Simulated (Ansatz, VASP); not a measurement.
# Nb (Nb (Im-3m)): VASP beside Ansatz

Aim: how closely do two programs agree when they are given the same cell, functional and k mesh? The two relaxations start from unlike cells of this crystal (the structure described is Ansatz's start), so only their ends are compared.

Calculated with Ansatz 0.2.0; plane waves, with VASP 6.6.1 beside it; relaxation of cell and atoms at LDA.

**1. The structure**

Symmetry: Im-3m, No. 229, cubic system. Conventional cell: a = 3.306 Å, b = 3.306 Å, c = 3.306 Å, α = 90.00°, β = 90.00°, γ = 90.00°. Nearest to Nb lie 8 Nb at 2.86 Å.

**2. VASP: relaxation of cell and atoms, LDA**

The relaxed volume is the usual yardstick between codes: in a stiff, nearly cubic crystal its relative difference is about their pressure difference at one cell divided by the bulk modulus.

Lines of VASP's logs that name or quote its potential files are left out, and so is its time.

Contents of INCAR:

```
SYSTEM = Nb
PREC = Accurate
ENCUT = 500
EDIFF = 1E-07
NELM = 120
ISMEAR = 1
SIGMA = 0.1
LREAL = .FALSE.
ALGO = Normal
GGA = CA
NBANDS = 12
LASPH = .TRUE.
LORBIT = 11
LWAVE = .FALSE.
LCHARG = .FALSE.
ISIF = 3
IBRION = 2
NSW = 80
EDIFFG = -0.005
GGA_COMPAT = .FALSE.
NELMIN = 4
```

Contents of POSCAR:

```
Nb
1.0
   -1.6231386649      1.6231386649      1.6231386649
    1.6231386649     -1.6231386649      1.6231386649
    1.6231386649      1.6231386649     -1.6231386649
Nb
1
Direct
    0.0000000000      0.0000000000      0.0000000000
```

Contents of KPOINTS:

```
Automatic mesh
0
Gamma
16 16 16
0 0 0
```

The projector-augmented-wave data sets are Nb_sv (LDA family, release 64).

Command:

```sh
> mpirun -np 1 vasp_std
```

Numbers of over 12 decimals in the logs are rounded to 6 here.

The program printed:

```text
[banner, memory and clock lines left out]
running    1 mpi-ranks, on    1 nodes
 distrk:  each k-point on    1 cores,    1 groups
 distr:  one band on    1 cores,    1 groups

 POSCAR found type information on POSCAR Nb
 POSCAR found :  1 types and       1 ions
 LDA part: xc-table for (Slater(with rela. corr.)+CA(PZ))
 , standard interpolation
 POSCAR, INCAR and KPOINTS ok, starting setup
 FFT: planning ... GRIDC
 FFT: planning ... GRID_SOFT
 FFT: planning ... GRID
 WAVECAR not read
 entering main loop
       N       E                     dE             d eps       ncg     rms          rms(c)
DAV:   1     0.119104596661E+03    0.11910E+03   -0.71403E+03  3520   0.106E+03
DAV:   2    -0.646919989796E+01   -0.12557E+03   -0.12077E+03  3756   0.406E+02
DAV:   3    -0.114136715143E+02   -0.49445E+01   -0.46724E+01  5184   0.714E+01
DAV:   4    -0.116633704283E+02   -0.24970E+00   -0.24820E+00  4916   0.136E+01
DAV:   5    -0.116726410515E+02   -0.92706E-02   -0.92657E-02  5160   0.246E+00    0.768E+00
DAV:   6    -0.113010543075E+02    0.37159E+00   -0.55651E-01  5704   0.976E+00    0.275E+00
DAV:   7    -0.112556001581E+02    0.45454E-01   -0.16072E-01  5772   0.510E+00    0.871E-01
DAV:   8    -0.112588791346E+02   -0.32790E-02   -0.11530E-02  4184   0.136E+00    0.209E-02
DAV:   9    -0.112589306718E+02   -0.51537E-04   -0.74268E-04  5652   0.260E-01    0.365E-02
DAV:  10    -0.112589380127E+02   -0.73409E-05   -0.14496E-05  4392   0.386E-02    0.215E-02
DAV:  11    -0.112589358171E+02    0.21956E-05   -0.78165E-06  4548   0.494E-02    0.349E-03
DAV:  12    -0.112589358106E+02    0.65531E-08   -0.16910E-07  4248   0.381E-03
   1 F= -.11258936E+02 E0= -.11259032E+02  d E =-.112589E+02
 curvature:   0.00 expect dE= 0.000E+00 dE for cont linesearch  0.000E+00
 trial: gam= 0.00000 g(F)=  0.199E-62 g(S)=  0.293E-04 ort = 0.000E+00 (trialstep = 0.100E+01)
 search vector abs. value=  0.293E-04
 bond charge predicted
       N       E                     dE             d eps       ncg     rms          rms(c)
DAV:   1    -0.112595208706E+02   -0.58505E-03   -0.17230E-02  4744   0.201E+00    0.207E-01
DAV:   2    -0.112589516948E+02    0.56918E-03   -0.12630E-03  5516   0.490E-01    0.567E-02
DAV:   3    -0.112588871508E+02    0.64544E-04   -0.44501E-04  6448   0.227E-01    0.368E-02
DAV:   4    -0.112589000290E+02   -0.12878E-04   -0.10056E-05  4836   0.323E-02    0.187E-02
DAV:   5    -0.112589117950E+02   -0.11766E-04   -0.32738E-05  6000   0.425E-02    0.741E-03
DAV:   6    -0.112589114998E+02    0.29523E-06   -0.90307E-07  4080   0.114E-02    0.109E-03
DAV:   7    -0.112589114908E+02    0.90158E-08   -0.17049E-07  4244   0.322E-03
   2 F= -.11258911E+02 E0= -.11259011E+02  d E =0.243197E-04
 trial-energy change:    0.000024  1 .order    0.000020   -0.000029    0.000070
 step:   0.2499(harm=  0.2952)  dis= 0.00000  next Energy=   -11.258939 (dE=-0.360E-05)
 bond charge predicted
       N       E                     dE             d eps       ncg     rms          rms(c)
DAV:   1    -0.112592798442E+02   -0.36834E-03   -0.97130E-03  4740   0.151E+00    0.155E-01
DAV:   2    -0.112589599695E+02    0.31987E-03   -0.71244E-04  5504   0.368E-01    0.422E-02
DAV:   3    -0.112589244189E+02    0.35551E-04   -0.24966E-04  6476   0.170E-01    0.275E-02
DAV:   4    -0.112589316684E+02   -0.72495E-05   -0.54307E-06  4756   0.238E-02    0.141E-02
DAV:   5    -0.112589384396E+02   -0.67712E-05   -0.18442E-05  5996   0.319E-02    0.559E-03
DAV:   6    -0.112589382900E+02    0.14965E-06   -0.50373E-07  4052   0.854E-03    0.890E-04
DAV:   7    -0.112589382778E+02    0.12167E-07   -0.65308E-08  2992   0.240E-03
   3 F= -.11258938E+02 E0= -.11259035E+02  d E =-.246727E-05
 curvature:  -0.15 expect dE=-0.848E-08 dE for cont linesearch -0.848E-08
 trial: gam= 0.00000 g(F)=  0.158E-62 g(S)=  0.577E-07 ort =-0.130E-05 (trialstep = 0.850E+00)
 search vector abs. value=  0.578E-07
 reached required accuracy - stopping structural energy minimisation
```

From OUTCAR (step 2):

```text
ion  position               nearest neighbor table
   1  0.000  0.000  0.000-

  LATTYP: Found a body centered cubic cell.
 ALAT       =     3.2462773298

 Subroutine GETGRP returns: Found 48 space group operations
 (whereof 48 operations were pure point group operations)

The static configuration has the point symmetry O_h .

 Found    145 irreducible k-points:

   k-points           NKPTS =    145   k-points in BZ     NKDIM =    145   number of bands    NBANDS=     12

   dimension x,y,z NGX =    24 NGY =   24 NGZ =   24
   dimension x,y,z NGXF=    48 NGYF=   48 NGZF=   48

   ENCUT  =  500.0 eV  36.75 Ry    6.06 a.u.   5.13  5.13  5.13*2*pi/ulx,y,z

   NELECT =      13.0000    total number of electrons

 k-points in reciprocal lattice and weights: Automatic mesh
   0.00000000  0.00000000  0.00000000       0.000
   0.06250000  0.00000000  0.00000000       0.003
   0.12500000  0.00000000  0.00000000       0.003
   0.18750000  0.00000000  0.00000000       0.003
   0.25000000  0.00000000  0.00000000       0.003
   0.31250000  0.00000000  0.00000000       0.003
   0.37500000  0.00000000  0.00000000       0.003
   0.43750000  0.00000000  0.00000000       0.003
   0.50000000  0.00000000  0.00000000       0.001
[...]
0.50000000  0.50000000  0.43750000       0.003
   0.50000000  0.50000000  0.50000000       0.000

 average (electrostatic) potential at core
       1 -75.7906

 E-fermi :  11.7202

 k-point     1 :       0.0000    0.0000    0.0000
  band No.  band energies     occupation
      1     -42.2739      2.00000
      2     -17.5988      2.00000
      3     -17.5988      2.00000
      4     -17.5988      2.00000
      5       5.7277      2.00000
      6      12.0579     -0.00002
      7      12.0579     -0.00002
      8      12.0579     -0.00002
      9      15.1378      0.00000
     10      15.1378      0.00000
    ...

 k-point     2 :       0.0625    0.0000    0.0000
  band No.  band energies     occupation
      1     -42.2625      2.00000
      2     -17.6659      2.00000
      3     -17.6189      2.00000
      4     -17.5994      2.00000
      5       5.9003      2.00000
      6      11.9501     -0.00543
      7      12.0330     -0.00009
      8      12.2240     -0.00000
      9      14.9681      0.00000
     10      15.1372      0.00000
    ...

 k-point     3 :       0.1250    0.0000    0.0000
  band No.  band energies     occupation
    ...
      2     -17.8541      2.00000
      3     -17.6757      2.00000
      4     -17.6013      2.00000
      5       6.3850      2.00000
      6      11.6592      1.84944
      7      11.9230     -0.01460
      8      12.7146     -0.00000
      9      14.6435      0.00000
     10      15.1469      0.00000
     11      26.6087      0.00000
    ...

  Total        0.0006314      0.0006314      0.0006314     -0.0000000     -0.0000000     -0.0000000
  in kB        0.0591676      0.0591676      0.0591676     -0.0000000     -0.0000000     -0.0000000
  external PRESSURE =       0.0591676 kB  Pullay stress =       0.0000000 kB

  energy-cutoff  :      500.00
  volume of cell :       17.10
      direct lattice vectors                 reciprocal lattice vectors
    -1.622860263  1.622860263  1.622860263     0.000000000  0.308097999  0.308097999
     1.622860263 -1.622860263  1.622860263     0.308097999  0.000000000  0.308097999
     1.622860263  1.622860263 -1.622860263     0.308097999  0.308097999  0.000000000

 POSITION                                       TOTAL-FORCE (eV/Angst)
 -----------------------------------------------------------------------------------
      0.00000      0.00000      0.00000         0.000000      0.000000      0.000000
 -----------------------------------------------------------------------------------
    total drift:                                0.000000     -0.000000     -0.000000

  FREE ENERGIE OF THE ION-ELECTRON SYSTEM (eV)
  ---------------------------------------------------
  free  energy   TOTEN  =       -11.2589382778 eV

  energy  without entropy=      -11.2592292090  energy(sigma->0) =      -11.25903525

 reached required accuracy - stopping structural energy minimisation

 total charge
# of ion       s       p       d       tot
------------------------------------------
    1        2.234   6.000   2.599  10.833

[... 3 further parts left out ...]
```

This run has no spin polarisation. Its electron count is odd, so without a moment it is a metal by construction. The run keeps the 48 symmetry operations of its start, so it cannot find a distortion of lower symmetry.

**3. Ansatz: relaxation of cell and atoms, LDA**

Ansatz runs on its default PAW (the set named soft_2) files.

Its own start cell and the same functional (in two slightly different forms), mesh and smearing now go to Ansatz.

Contents of input.yaml:

```yaml
crystal:
  lattice:
    - [-1.65315, 1.65315, 1.65315]
    - [1.65315, -1.65315, 1.65315]
    - [1.65315, 1.65315, -1.65315]
  atoms:
    - { symbol: Nb, position: [0.0, 0.0, 0.0] }
basis:
  ecutwfc: 420
  xc_grid: 2
hamiltonian:
  xc: lda
kpoints:
  mp_grid: { grid: [16, 16, 16] }
scf:
  occupations: { method: methfessel_paxton, width: 0.1 }
  max_iter: 120
relax:
  f_tol: 0.005
  max_steps: 60
  cell: {}
output:
  forces: true
  stress: true
checkpoint:
  write: "../cell.run"
  compress: false
  write_wavefunctions: false
  write_every: 100000
```

Command:

```sh
> ansatz run input.yaml --threads 4 --pin off --max-ram 14131MiB --backend cpu --events-out ev --progress --plain --runs-dir out
```

The program printed:

```text
Engine: ansatz 0.2.0, aarch64-unknown-linux-gnu
Pseudopotentials: kind: paw
Pseudopotential: Nb, paw, valence charge 13, recommended cutoff 420 eV (normal), Nb.paw.azcp
Functional definition: SPW92
  exchange = slater_x
  correlation = pw_c
Crystal: 1 atoms, lattice volume = 18.072 Å³
Basis set: ecut = 420 eV, 369 PW (Γ), exchange–correlation on 40×40×40 points (8 copies of the dense FFT grid, shifted against one another)
Bands: 11, of which v1, the nominal top of the filled ones, is band 7 counted from 1 (6 counted from 0)
Symmetry: 48 space group operations
Space group: Im-3m (ITA 229), of the structure as read, at distance tolerance 2.6e-5 Å
k-points: 145 of 4096
Non-local potential: Nb, projectors of the file, l = 0: 3, l = 1: 2, l = 2: 2, l = 3: 1
PAW form: soft (Blöchl's): semilocal exchange-correlation on the pseudo side does not see the compensation charge
PAW frozen core: Nb, regenerated for the run's functional, and the local potential with it (the file was generated under x = pbe(κ = 0.804, μ = 0.219515), c = pbe(β = 0.066725))
PAW one-centre angular grid: Nb, 590 points (default); XC on 64 Gauss nodes
Initial density: superposition of atomic densities (neutral atoms: chi_scale 0, normalization atom), corrected by the library's trained network
Initial wavefunctions: pseudopotential atomic-orbital guess
Functional: x = slater, c = lda
SCF iter   1: F=—  HF=-4442.570837 eV  |F-HF|=—  |Δ(HF+E_count)|=         —  Δρ=6.25e-3  dr2=1.97e-3  ethr=1.77e-3  ⟨swp⟩=5.0  Hψ=9246  notcnv=0
preconditioner: auto → none  [metal: Δε(μ)=0.008 eV  Ē_g=7.570 eV  σ=0.100 eV  W_gap=0.06  n_scr=0 (ndim 8)  ℏωp=19.5 eV  f_vac=0.000  D(μ)=1.59/eV (n_scr^D=18)]
SCF iter   2: F=—  HF=-4442.570442 eV  |F-HF|=—  |Δ(HF+E_count)|=   3.95e-4  S|Δr|=    0.00e0  Δρ=3.03e-3  dr2=3.83e-4  ethr=1.52e-5  ⟨swp⟩=1.7  Hψ=2976  notcnv=0
SCF iter   3: F=—  HF=-4442.570382 eV  |F-HF|=—  |Δ(HF+E_count)|=   5.99e-5  S|Δr|=    0.00e0  Δρ=4.85e-4  dr2=2.63e-5  ethr=2.94e-6  ⟨swp⟩=2.2  Hψ=2464  notcnv=0
SCF iter   4: F=—  HF=-4442.570373 eV  |F-HF|=—  |Δ(HF+E_count)|=   8.77e-6  S|Δr|=    0.00e0  Δρ=1.01e-4  dr2=7.80e-7  ethr=2.02e-7  ⟨swp⟩=2.9  Hψ=2415  notcnv=0
SCF iter   5: F=—  HF=-4442.570373 eV  |F-HF|=—  |Δ(HF+E_count)|=   4.40e-8  S|Δr|=    0.00e0  Δρ=4.37e-5  dr2=1.68e-7  ethr=7.69e-10  ⟨swp⟩=4.0  Hψ=5012  notcnv=0
SCF iter   6: F=-4442.570373 eV  HF=-4442.570373 eV  |F-HF|=9.22e-9  |Δ(HF+E_count)|=   7.37e-8  S|Δr|=    0.00e0  Δρ=1.16e-5  dr2=1.17e-8  ethr=7.69e-10  ⟨swp⟩=4.0  Hψ=4437  notcnv=0
SCF 1 converged in 6 iterations: F = -4442.570373 eV  dr2 = 1.17e-8
  greatest PAW one-centre occupation: 0.997 electrons in one spin orbital (limit 2), on the Nb atom at site 0 (counted from 0), in its partial waves of l = 0
relax step   1: F+E_penalty+E_count = -4442.57037280 eV  Δ(F+E_penalty+E_count) = +0.000e0 eV  max|allowed force component| = 0.000e0 eV/Å  Δτ_max = 0.0000 Å  P = -9.597 GPa  Ω = 18.072 Å³  (6 SCF iters, dr2 threshold 1.00e-7 eV, accepted)
[...]
relax step   2: F+E_penalty+E_count = -4442.50025512 eV  Δ(F+E_penalty+E_count) = +7.012e-2 eV  max|allowed force component| = 0.000e0 eV/Å  Δτ_max = 0.0000 Å  P = +22.203 GPa  Ω = 15.565 Å³  energy of the carried Pulay correction = +2.696e-4 eV  (5 SCF iters, dr2 threshold 1.00e-7 eV, rejected (line search))
[...]
relax step   3: F+E_penalty+E_count = -4442.60016459 eV  Δ(F+E_penalty+E_count) = -2.979e-2 eV  max|allowed force component| = 0.000e0 eV/Å  Δτ_max = 0.0000 Å  P = -1.389 GPa  Ω = 17.234 Å³  energy of the carried Pulay correction = +8.579e-5 eV  (6 SCF iters, accepted)
[...]
relax step   4: F+E_penalty+E_count = -4442.60070553 eV  Δ(F+E_penalty+E_count) = -5.409e-4 eV  max|allowed force component| = 0.000e0 eV/Å  Δτ_max = 0.0000 Å  P = +0.022 GPa  Ω = 17.111 Å³  energy of the carried Pulay correction = +9.874e-5 eV  (3 SCF iters, dr2 threshold 1.00e-7 eV, accepted)
[...]
relax step   5: F+E_penalty+E_count = -4442.60062177 eV  Δ(F+E_penalty+E_count) = +8.376e-5 eV  max|allowed force component| = 0.000e0 eV/Å  Δτ_max = 0.0000 Å  P = +0.018 GPa  Ω = 17.111 Å³  stress off target by 1.85e-2 GPa  SCF on the basis re-selected at this cell (its energy is not comparable with the rows above)  (4 SCF iters)
basis re-selected at this cell: Δ(F+E_penalty+E_count) = +8.376e-5 eV, ΔP = -0.003 GPa vs the last step (what re-selecting the basis moved, of the pressure what is left beyond the Pulay correction that the steps carried, after the strain that the cell walked since its last selection, with what the two solves' SCF thresholds leave and, on support functions, any second-order correction that the steps lacked; it is no measure of the basis error at this ecutwfc). This SCF's stress stands 1.85e-2 GPa from its target on what of the cell is left free (relax.cell.stress_tol is 5.00e-2 GPa) and its largest allowed force component is 0.00e0 eV/Å (relax.f_tol is 5.00e-3 eV/Å): [rest of the remark cut]
SCF converged after 4 iterations
Stability not checked: this state was not tested for a lower state beside it, because cold or Methfessel-Paxton smearing, or corrected tetrahedra, fill the levels in a way that the test cannot read (fill_not_monotonic; see scf.lower_state_search)
Free energy (F): -4442.600622 eV
Harris-Foulkes:  -4442.600622 eV  (|F-HF|=1.82e-12)
Internal energy: -4442.600900 eV  (E = F + TS)
E sigma→0 (E₀):  -4442.600691 eV
Entropy (-TS):   0.000278 eV (0.278 meV/atom)
Fermi energy:    18.566155 eV
--- Per-component energies (eV) ---
  E_band       = -56.010402
  E_kinetic    = 397.548722
  E_local      = -668.582833  (includes V_loc(G=0)·N_el)
  E_nonlocal   = 124.916163
  E_hartree    = 207.607653
  E_xc         = -175.225455
  E_vxc        = -213.674286  (∫ρ·V_xc dr)
  E_paw        = -2965.392547  (= ΣΔE_a)
  E_vpaw       = -111.433476  (= ΣTr[D̂ρ^β])
  E_aug_tail   = 0.000006  (compensation charges beyond the density's cutoff)
  E_ewald      = -1363.898303
  E_core_change = 0.425694  (= ΣΔE_core)
  E_smearing   = 0.000278  (= −TS)
  E_closure    = 0.000000  (closes the sum)
  Σ components = -4442.600622   (vs F -4442.600622, Δ=0.00e0)
--- Forces (eV/Å), atoms counted from 1 ---
  atom   1  Nb    -0.00000000     0.00000000     0.00000000
  max |Σ_I F_I| component: 5.03e-32 eV/Å
--- Stress (GPa, compression-positive) ---
        0.018459       0.000000       0.000000
       -0.000000       0.018459       0.000000
       -0.000000      -0.000000       0.018459
  P = ⅓ Tr σ = 0.0185 GPa (0.185 kbar)
--- Relaxed structure (4 steps of the walk, 3 accepted, 1 SCFs on fresh bases) ---
  F+E_penalty+E_count = -4442.60062177 eV   max|allowed force component| = 0.000e0 eV/Å   (the final SCF, on the basis selected at the relaxed cell)
  cell:  # Å, volume = 17.1112 Å³
    - [-1.623329, 1.623329, 1.623329]
    - [1.623329, -1.623329, 1.623329]
    - [1.623329, 1.623329, -1.623329]
  atoms:
    - { symbol: Nb, position: [0.0, 0.0, 0.0] }
```

The column dr2 measures how far the density is from self-consistency, as an energy; F and HF (Harris–Foulkes) agree once it is small.

**4. Differences**

Known differences besides the potentials themselves: the two LDA forms differ slightly; the cutoff is 420 eV in Ansatz and 500 eV in VASP; VASP's log shows a relativistic correction to its local exchange, Ansatz's none; Ansatz adds a Pulay correction to the stress that steers its cell, VASP none. Total energies have different zeros and are not compared.

The two programs side by side:

| quantity | Ansatz | VASP | difference |
| --- | --- | --- | --- |
| volume (Å³) | 17.11 | 17.10 | +0.09 % |
| edge a after relaxation, in the typed setting (Å) | 2.812 | 2.811 | +0.03 % |

**5. What came out**

```json
{
  "difference in volume (relaxation of cell and atoms, LDA)": "0.087 %"
}
```

**Reading.** The difference in volume is 0.087 % (relaxation of cell and atoms, LDA), within the 1.2 % picked in this series as the mark of a large difference, as far as the stopping tolerances let one tell. Such differences can come from data sets, numerical settings and the points named under the comparisons, not from the functional's error against experiment.

[Lines on the potential files, build, host, timing and source positions are cut from VASP's logs without a mark.]

[Logs are printed without paths, hosts, clocks, repeated set-up lines and the standing remarks that a program may print on its own settings, such as how far it seeks lower states.]

[Hosts, paths, dates, database ids (printed as entryN), source tags and the programs' standing remarks are cut or masked in the printed files.]
